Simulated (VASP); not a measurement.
Energy against volume of Al₃Sc (L1_2). All values below come from PBE GGA with D3 dispersion (Becke-Johnson damping), VASP's PBE PAW potentials (set 64) (plane waves; VASP 6.6.1). Settings: 520 eV cut-off, 8×8×8 Γ-centred mesh, first-order Methfessel-Paxton smearing of 0.10 eV, potentials Sc_sv Al.

```json
[
 {"V (Å³/atom)": "16.091", "E (eV/atom)": "-5.20123"},
 {"V (Å³/atom)": "16.589", "E (eV/atom)": "-5.20622"},
 {"V (Å³/atom)": "17.087", "E (eV/atom)": "-5.20229"},
 {"V (Å³/atom)": "17.585", "E (eV/atom)": "-5.19085"}
]
```

Fit these four points and predict the energy of the run at 15.594 Å³/atom.

A cubic in V^(−2/3), the third-order Birch-Murnaghan form, passes through the four points with V0 = 16.60 Å³/atom and B0 = 95 GPa, and gives -5.1857 eV/atom there. The run gave -5.1859 eV/atom, -0.2 meV/atom from the fit; all five points give B0 = 95 GPa.

The compound is Al3Sc in the L1_2 structure. It was relaxed first.
